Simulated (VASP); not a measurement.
OSZICAR of a VASP run on Eu (bcc):

### OSZICAR
```
       N       E                     dE             d eps       ncg     rms          rms(c)
DAV:   1     0.108633958675E+02    0.10863E+02   -0.38882E+03  1184   0.837E+02
DAV:   2    -0.163859937664E+01   -0.12502E+02   -0.12343E+02  1632   0.114E+02
DAV:   3    -0.182249771215E+01   -0.18390E+00   -0.17445E+00  1616   0.103E+01
DAV:   4    -0.182447445726E+01   -0.19767E-02   -0.19768E-02  1784   0.128E+00
DAV:   5    -0.182447797009E+01   -0.35128E-05   -0.35129E-05  1656   0.553E-02    0.739E+00
DAV:   6    -0.183936363322E+01   -0.14886E-01   -0.16634E-03  1728   0.487E-01    0.440E+00
DAV:   7    -0.184826775013E+01   -0.89041E-02   -0.38360E-03  1664   0.692E-01    0.628E-02
DAV:   8    -0.184828687626E+01   -0.19126E-04   -0.12181E-04  1872   0.951E-02    0.194E-02
DAV:   9    -0.184829229157E+01   -0.54153E-05   -0.97499E-06  1832   0.277E-02    0.637E-03
DAV:  10    -0.184829203713E+01    0.25444E-06   -0.14762E-06  1712   0.952E-03    0.918E-04
DAV:  11    -0.184829211944E+01   -0.82309E-07   -0.27252E-08   920   0.155E-03
   1 F= -.20765513E+01 E0= -.20766042E+01  d E =0.158905E-03
```

Q: Which electronic solver shows in the log?

A: It is blocked Davidson (ALGO = Normal, or the opening steps of other solvers). The INCAR had ALGO = Normal.

Q: Can the final energy be trusted as converged?

A: Self-consistency was reached. It stopped with EDIFF = 1E-7, NELM = 100 (PBE GGA with D3 dispersion (zero damping), plane waves, VASP's PBE PAW potentials (set 64)). The 4f electrons are frozen in the core of the lanthanide potential, so 4f levels, which can set the real gap, and their magnetism are missing.

The compound is Eu in the bcc structure. This cell is one point of a volume scan, at 0.97 of the reference volume.
